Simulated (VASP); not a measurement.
Method: PBE GGA, VASP's PBE PAW potentials (set 64) (plane waves; VASP).

VASP input:

**POSCAR**
```
TcSe
1
   -1.6398140000     1.6398140000     5.5516040000
    1.6398140000    -1.6398140000     5.5516040000
    1.6398140000     1.6398140000    -5.5516040000
Tc Se
2 2
Direct
  0.7500000000   0.7500000000   0.0000000000
  0.5000000000   0.0000000000   0.5000000000
  0.1660000000   0.1660000000   0.0000000000
  0.9160000000   0.4160000000   0.5000000000
```

INCAR:
```
SYSTEM = TcSe
PREC = Accurate; ENCUT = 300; LREAL = .FALSE.
LASPH = .TRUE.
EDIFF = 1E-6; NELM = 100; ALGO = Normal
LMAXMIX = 4
ISMEAR = -1; SIGMA = 0.1
GGA = PE
ISIF = 2
LWAVE = .FALSE.; LCHARG = .FALSE.
```

### KPOINTS
```
Automatic mesh
0
Gamma
5 5 5
0 0 0
```

POTCAR, in this order: Tc_pv Se (PBE.64 set). Program: vasp_std.

Output

### OUTCAR
```
 ion  position               nearest neighbor table
   1  0.750  0.750  0.000-   4 2.47   4 2.47   3 2.50   3 2.50   3 2.50   3 2.50   2 3.22   2 3.22
                             2 3.22   2 3.22
   2  0.500  0.000  0.500-   3 2.47   3 2.47   4 2.50   4 2.50   4 2.50   4 2.50   1 3.22   1 3.22
                             1 3.22   1 3.22
   3  0.166  0.166  0.000-   2 2.47   2 2.47   1 2.50   1 2.50   1 2.50   1 2.50
   4  0.916  0.416  0.500-   1 2.47   1 2.47   2 2.50   2 2.50   2 2.50   2 2.50
  LATTYP: Found a body centered tetragonal cell.
 ALAT       =     3.2796280000
 C/A-ratio  =     3.3855083564
 Subroutine PRICEL returns:
 Original cell was already a primitive cell.
 Subroutine GETGRP returns: Found  8 space group operations
The static configuration has the point symmetry C_2v.
 The point group associated with its full space group is C_4v.
The dynamic configuration has the point symmetry C_2v.
 Subroutine INISYM returns: Found  8 space group operations
 Subroutine IBZKPT returns following result:
 Found     18 irreducible k-points:

 Following reciprocal coordinates:
            Coordinates               Weight
  0.000000  0.000000  0.000000      1.000000
  0.200000 -0.000000  0.000000      8.000000
  0.400000 -0.000000  0.000000      8.000000
  0.200000  0.200000  0.000000      8.000000
  0.400000  0.200000  0.000000     16.000000
 -0.400000  0.200000 -0.000000     16.000000
 -0.200000  0.200000  0.000000      4.000000
  0.400000  0.400000  0.000000      8.000000
 -0.400000  0.400000  0.000000      4.000000
  0.200000  0.200000  0.200000      8.000000
 -0.200000  0.200000  0.200000      4.000000
 -0.400000  0.400000  0.200000      8.000000
 -0.200000  0.400000  0.200000      8.000000
 -0.400000 -0.400000  0.200000      8.000000
 -0.200000 -0.400000  0.200000      8.000000
 -0.200000 -0.200000  0.200000      2.000000
 -0.400000  0.400000  0.400000      4.000000
 -0.400000 -0.400000  0.400000      2.000000
   k-points           NKPTS =     18   k-points in BZ     NKDIM =     18   number of bands    NBANDS=     23
   number of dos      NEDOS =    301   number of ions     NIONS =      4
   total plane-waves  NPLWV =  46656
   dimension x,y,z NGX =    36 NGY =   36 NGZ =   36
   dimension x,y,z NGXF=    72 NGYF=   72 NGZF=   72
   ions per type =               2   2
   PREC   = accura    normal or accurate (medium, high low for compatibility)
   ISTART =      0    job   : 0-new  1-cont  2-samecut
   ICHARG =      2    charge: 1-file 2-atom 10-const
   ISPIN  =      1    spin polarized calculation?
   LNONCOLLINEAR =      F non collinear calculations
   LSORBIT =      F    spin-orbit coupling
   INIWAV =      1    electr: 0-lowe 1-rand  2-diag
   ENCUT  =  300.0 eV  22.05 Ry    4.70 a.u.   8.50  8.50  8.50*2*pi/ulx,y,z
   NELM   =    100;   NELMIN=  2; NELMDL= -5     # of ELM steps
   EDIFF  = 0.1E-05   stopping-criterion for ELM
   LREAL  =      F    real-space projection
   NLSPLINE    = F    spline interpolate recip. space projectors
   LMAXMIX     =    4 max onsite mixed and CHGCAR
   VOSKOWN=      0    Vosko Wilk Nusair interpolation
   EDIFFG = 0.1E-04   stopping-criterion for IOM
   NSW    =      0    number of steps for IOM
   NBLOCK =      1;   KBLOCK =      1    inner block; outer block
   IBRION =     -1    ionic relax: 0-MD 1-quasi-New 2-CG
   NFREE  =      0    steps in history (QN), initial steepest desc. (CG)
   ISIF   =      2    stress and relaxation
   ISYM   =      2    0-nonsym 1-usesym 2-fastsym
   TEIN   =    0.0    initial temperature
   TEBEG  =    0.0;   TEEND  =   0.0 temperature during run
   SMASS  =  -3.00    Nose mass-parameter (am)
   PSTRESS=    0.0 pullay stress
   NELECT =      38.0000    total number of electrons
   EFERMI =   0.00;   METHOD = LEGACY
   ISMEAR =    -1;   SIGMA  =   0.10  broadening in eV -4-tet -1-fermi 0-gaus
   IALGO  =     38    algorithm
...
```

OSZICAR:
```
       N       E                     dE             d eps       ncg     rms          rms(c)
DAV:   1     0.289110564726E+03    0.28911E+03   -0.16799E+04   948   0.104E+03
DAV:   2    -0.143771572938E+02   -0.30349E+03   -0.29930E+03   955   0.339E+02
DAV:   3    -0.265139496166E+02   -0.12137E+02   -0.11995E+02  1108   0.708E+01
DAV:   4    -0.267183060255E+02   -0.20436E+00   -0.20387E+00   877   0.856E+00
DAV:   5    -0.267223522403E+02   -0.40462E-02   -0.40449E-02  1084   0.102E+00    0.239E+01
DAV:   6    -0.262678241785E+02    0.45453E+00   -0.30999E+00   929   0.125E+01    0.101E+01
DAV:   7    -0.262067764675E+02    0.61048E-01   -0.56574E-01   899   0.473E+00    0.562E+00
DAV:   8    -0.261775913298E+02    0.29185E-01   -0.13261E-01   984   0.279E+00    0.324E-01
DAV:   9    -0.261774875587E+02    0.10377E-03   -0.67372E-03  1078   0.391E-01    0.133E-01
DAV:  10    -0.261774249186E+02    0.62640E-04   -0.73943E-04   965   0.217E-01    0.401E-02
DAV:  11    -0.261774186861E+02    0.62325E-05   -0.22784E-05   977   0.310E-02    0.144E-02
DAV:  12    -0.261774166669E+02    0.20192E-05   -0.78183E-06   926   0.132E-02    0.137E-03
DAV:  13    -0.261774165013E+02    0.16563E-06   -0.28215E-07   568   0.384E-03
   1 F= -.26177417E+02 E0= -.26111213E+02  d E =-.132406E+00
```

**OUTCAR**
```
------------------------ aborting loop because EDIFF is reached ----------------------------------------
  FORCE on cell =-STRESS in cart. coord.  units (eV):
  Direction    XX          YY          ZZ          XY          YZ          ZX
  --------------------------------------------------------------------------------------
  Total        8.3305378      8.3305378      6.1263753      0.0000000      0.0000000      0.0000000
  in kB      223.5197838    223.5197838    164.3790744      0.0000000      0.0000000      0.0000000
  external PRESSURE =     203.8062140 kB  Pullay stress =       0.0000000 kB
  volume of cell :       59.71
      direct lattice vectors                 reciprocal lattice vectors
    -1.639814000  1.639814000  5.551604000     0.000000000  0.304912630  0.090064061
     1.639814000 -1.639814000  5.551604000     0.304912630  0.000000000  0.090064061
     1.639814000  1.639814000 -5.551604000     0.304912630  0.304912630  0.000000000
 POSITION                                       TOTAL-FORCE (eV/Angst)
 -----------------------------------------------------------------------------------
      0.00000      0.00000      8.32741        -0.000000     -0.000000      0.220358
      0.00000      1.63981      0.00000        -0.000000     -0.000000      0.220358
      0.00000      0.00000      1.84313         0.000000      0.000000     -0.220358
      0.00000      1.63981      4.61893        -0.000000     -0.000000     -0.220358
 -----------------------------------------------------------------------------------
    total drift:                               -0.000001     -0.000001     -0.000442
  FREE ENERGIE OF THE ION-ELECTRON SYSTEM (eV)
  ---------------------------------------------------
  free  energy   TOTEN  =       -26.1774165013 eV

  energy  without entropy=      -26.0450102478  energy(sigma->0) =      -26.11121337
```
(Selected blocks of OUTCAR.)

At this cut-off the stress carries a Pulay error, which pulls relaxed volumes low.

The structure was generated: TcSe was put into an ordered model structure, which need not be its known phase. The cell was not relaxed at this level. The k-mesh is coarse (spacing up to 0.54 per Å, 2π included), so the numbers may not be converged in it.
